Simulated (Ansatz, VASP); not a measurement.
**InAs: VASP beside Ansatz**

One calculation is typed for both programs; each brings its own data sets. How far apart do they land? The cell is taken from a series of runs on this material, whose earlier steps may have relaxed, scaled, displaced or heated it; both programs get it as it stands.

Method: plane waves, with VASP 6.6.1 beside it; zone-centre phonons at PBEsol, in Ansatz 0.2.0.

## 1. Set-up

Symmetry: I-4m2, No. 119, tetragonal system. Conventional cell: a = 4.261 Å, b = 4.261 Å, c = 6.155 Å, α = 90.00°, β = 90.00°, γ = 90.00°. As has 4 In at 2.63 Å nearest. Nearest to In lie 4 As at 2.63 Å. Farther neighbours are not listed.

Structure file:

```cif
data_structure
_symmetry_space_group_name_H-M 'I-4m2'
_symmetry_Int_Tables_number 119
_cell_length_a 4.2613
_cell_length_b 4.2613
_cell_length_c 6.1549
_cell_angle_alpha 90.000
_cell_angle_beta 90.000
_cell_angle_gamma 90.000
_cell_volume 111.77
loop_
_atom_site_label
_atom_site_type_symbol
_atom_site_symmetry_multiplicity
_atom_site_Wyckoff_symbol
_atom_site_fract_x
_atom_site_fract_y
_atom_site_fract_z
_atom_site_occupancy
As1 As 2 b 0.00000 0.00000 0.50000 1
In1 In 2 c 0.00000 0.50000 0.25000 1
```

## 2. Ansatz: zone-centre phonons, PBEsol

Ansatz runs on its PAW soft_1 files.

Second derivatives magnify differences that forces hide, and they need a tight electronic threshold.

Contents of input.yaml:

```yaml
crystal:
  lattice:
    - [0.0, 3.0132290981, 3.0774270769]
    - [3.0132290981, 0.0, 3.0774270769]
    - [3.0132290981, 3.0132290981, 0.0]
  atoms:
    - { symbol: As, position: [0.7499828479, 0.7499828479, 0.7499940737] }
    - { symbol: In, position: [1.71521e-05, 1.71521e-05, 5.9263e-06] }
kpoints:
  mp_grid: { grid: [12, 12, 12], shift: [0.5, 0.5, 0.5] }
hamiltonian:
  xc: pbesol
  pseudopotentials: { kind: paw, azcp: { folder: soft_1 }, xc_functional: pbe }
scf:
  occupations: { method: gaussian, width: 0.015 }
output:
  eigenvalues: true
phonons:
  method: dfpt
```

On the command line:

```bash
> ansatz run input.yaml --threads 4 --pin off --max-ram 10240MiB --backend cpu --events-out ev --progress --plain --runs-dir out
```

Numbers of over 12 decimals in the logs are rounded to 6 here.

Output:

```text
Engine: ansatz 0.2.0, aarch64-unknown-linux-gnu
Pseudopotentials: kind: paw
Pseudopotential: As, paw, valence charge 15, recommended cutoff 420 eV (normal), soft_1/As.paw.azcp
Pseudopotential: In, paw, valence charge 13, recommended cutoff 420 eV (normal), soft_1/In.paw.azcp
Functional definition: PBEsol
  exchange = pbesol_x
  correlation = pbesol_c
Crystal: 2 atoms, lattice volume = 55.883 Å³
Basis set: ecut = 420 eV, 1091 PW (Γ), exchange–correlation on 60×60×60 points (8 copies of the dense FFT grid, shifted against one another)
Bands: 18, of which v1, the nominal top of the filled ones, is band 14 counted from 1 (13 counted from 0)
Symmetry: 2 space group operations
k-points: 864 of 1728 (irreducible under 1 space group operation, time reversal used)
Non-local potential: As, projectors of the file, l = 0: 2, l = 1: 2, l = 2: 3, l = 3: 1
Non-local potential: In, projectors of the file, l = 0: 2, l = 1: 2, l = 2: 2, l = 3: 1
PAW form: soft (Blöchl's): semilocal exchange-correlation on the pseudo side does not see the compensation charge
PAW frozen core: As, regenerated for the run's functional, and the local potential with it (the file was generated under x = pbe(κ = 0.804, μ = 0.219515), c = pbe(β = 0.066725))
PAW frozen core: In, regenerated for the run's functional, and the local potential with it (the file was generated under x = pbe(κ = 0.804, μ = 0.219515), c = pbe(β = 0.066725))
PAW one-centre angular grid: As, 590 points (default); XC on 64 Gauss nodes
PAW one-centre angular grid: In, 590 points (default); XC on 64 Gauss nodes
Initial density: superposition of atomic densities (chi_scale 0.1, normalization cell, long waves kept (reshape's long-wave potential 0.00 eV rms))
Initial wavefunctions: pseudopotential atomic-orbital guess
Functional: x = pbesol(κ = 0.804, μ = 0.123457), c = pbesol(β = 0.046)
SCF iter   1: F=—  HF=-10338.984020 eV  |F-HF|=—  |Δ(HF+E_count)|=         —  Δρ=2.84e-2  dr2=3.60e-1  ethr=3.10e-3  ⟨swp⟩=6.0  Hψ=77955  notcnv=0
preconditioner: auto → none  [insulator: Δε(μ)=0.384 eV  Ē_g=14.632 eV  σ=0.015 eV  W_gap=1.00  n_scr=14 (ndim 8)  ℏωp=21.1 eV  f_vac=0.009  D(μ)=0.00/eV (n_scr^D=0)  ε∞_Penn≈3.1]
SCF iter   2: F=—  HF=-10338.907472 eV  |F-HF|=—  |Δ(HF+E_count)|=   7.65e-2  Δρ=1.30e-2  dr2=6.68e-2  ethr=1.29e-3  ⟨swp⟩=2.0  Hψ=25920  notcnv=0
SCF iter   3: F=—  HF=-10338.896048 eV  |F-HF|=—  |Δ(HF+E_count)|=   1.14e-2  Δρ=1.96e-3  dr2=4.99e-3  ethr=2.39e-4  ⟨swp⟩=3.0  Hψ=26797  notcnv=0
SCF iter   4: F=—  HF=-10338.894279 eV  |F-HF|=—  |Δ(HF+E_count)|=   1.77e-3  Δρ=6.14e-4  dr2=1.04e-4  ethr=1.78e-5  ⟨swp⟩=3.2  Hψ=38517  notcnv=0
SCF iter   5: F=—  HF=-10338.894302 eV  |F-HF|=—  |Δ(HF+E_count)|=   2.29e-5  Δρ=1.93e-4  dr2=7.49e-6  ethr=3.70e-7  ⟨swp⟩=2.8  Hψ=30545  notcnv=0
SCF iter   6: F=—  HF=-10338.894310 eV  |F-HF|=—  |Δ(HF+E_count)|=   8.30e-6  Δρ=1.26e-5  dr2=5.48e-8  ethr=2.68e-8  ⟨swp⟩=2.0  Hψ=18492  notcnv=0
SCF iter   7: F=—  HF=-10338.894309 eV  |F-HF|=—  |Δ(HF+E_count)|=   6.36e-7  Δρ=2.30e-6  dr2=2.31e-9  ethr=1.96e-10  ⟨swp⟩=2.0  Hψ=27114  notcnv=0
SCF iter   8: F=—  HF=-10338.894309 eV  |F-HF|=—  |Δ(HF+E_count)|=  4.93e-10  Δρ=6.56e-7  dr2=2.40e-10  ethr=8.24e-12  ⟨swp⟩=2.0  Hψ=27648  notcnv=0
SCF iter   9: F=—  HF=-10338.894309 eV  |F-HF|=—  |Δ(HF+E_count)|=  5.82e-11  Δρ=1.51e-7  dr2=1.43e-11  ethr=1.00e-12  ⟨swp⟩=2.0  Hψ=27648  notcnv=0
SCF iter  10: F=-10338.894309 eV  HF=-10338.894309 eV  |F-HF|=0.00e0  |Δ(HF+E_count)|=  9.09e-12  Δρ=2.10e-8  dr2=2.64e-13  ethr=1.00e-12  ⟨swp⟩=5.8  Hψ=64240  notcnv=0
SCF 1 converged in 10 iterations: F = -10338.894309 eV  dr2 = 2.64e-13
  greatest PAW one-centre occupation: 0.999 electrons in one spin orbital (limit 2), on the As atom at site 0 (counted from 0), in its partial waves of l = 2
DFPT response loops at Γ: preconditioner auto → none (the input reference at scf.mixing.eps_inf says where Resta's filter doesn't serve); β = 0.50; Broyden in place of MSR1
SCF converged after 10 iterations
Free energy (F): -10338.894309 eV
Harris-Foulkes:  -10338.894309 eV  (|F-HF|=0.00e0)
Internal energy: -10338.894309 eV  (E = F + TS)
E sigma→0 (E₀):  -10338.894309 eV
Fermi energy:    7.574811 eV
--- Per-component energies (eV) ---
  E_band       = -324.017179
  E_kinetic    = 316.879124
  E_local      = -3493.381131  (includes V_loc(G=0)·N_el)
  E_nonlocal   = -63.443928
  E_hartree    = 1735.156536
  E_xc         = -211.507366
  E_vxc        = -163.178632  (∫ρ·V_xc dr)
  E_paw        = -6109.558390  (= ΣΔE_a)
  E_vpaw       = -391.205805  (= ΣTr[D̂ρ^β])
  E_aug_tail   = 0.000146  (compensation charges beyond the density's cutoff)
  E_ewald      = -2514.241635
  E_core_change = 1.202334  (= ΣΔE_core)
  E_smearing   = -0.000000  (= −TS)
  E_closure    = -0.000000  (closes the sum)
  Σ components = -10338.894309   (vs F -10338.894309, Δ=0.00e0)
--- Band table (eV; the first three rows and the last of 864) ---
  k-point 0: bands = [... 10 lower, -4.4098, 6.6386, 7.3311, 7.4051, 7.7446, 11.2430, 11.2813, 11.3197]
  k-point 1: bands = [... 10 lower, -4.3136, 5.7907, 7.0489, 7.3618, 8.3640, 11.1595, 11.3705, 11.6920]
  k-point 2: bands = [... 10 lower, -4.0857, 4.6252, 6.7582, 7.1727, 8.6974, 11.4517, 11.6562, 12.1392]
  k-point 863: bands = [... 10 lower, -2.9730, 1.6603, 6.2586, 6.3863, 8.4087, 11.9527, 12.0781, 14.1746]
--- Phonons (Γ-DFPT): 4 representative perturbations + reference, on 864 of 1728 k-points (Σ response iterations 12) ---
  k mesh reduced under 1 symmetry operation, with k and −k counted as one. Each operation leaves every solved perturbation unchanged. A smaller set is not used because it would not reduce the number of displacements times k-points to solve
  ASR residual: 3.855e-5 → 0.000e0 eV/Å²; symmetrization residual: 1.699e-5 eV/Å²
  ASR residual per site (eV/Å²): 5.31e-6 3.85e-5
  Γ frequencies (cm⁻¹): 0.00 0.00 0.00 211.27 211.30 213.13
  non-analytic LO–TO correction: not included (Born effective charges unavailable; polar crystals: no LO–TO splitting at Γ)
```

(Part 1 of 3 ends here.)

[Lines on the potential files, build, host, timing and source positions are cut from VASP's logs without a mark.]

[Logs are printed without paths, hosts, clocks, repeated set-up lines and the standing remarks that a program may print on its own settings, such as how far it seeks lower states.]

[Hosts, paths, dates, database ids (printed as entryN), source tags and the programs' standing remarks are cut or masked in the printed files.]
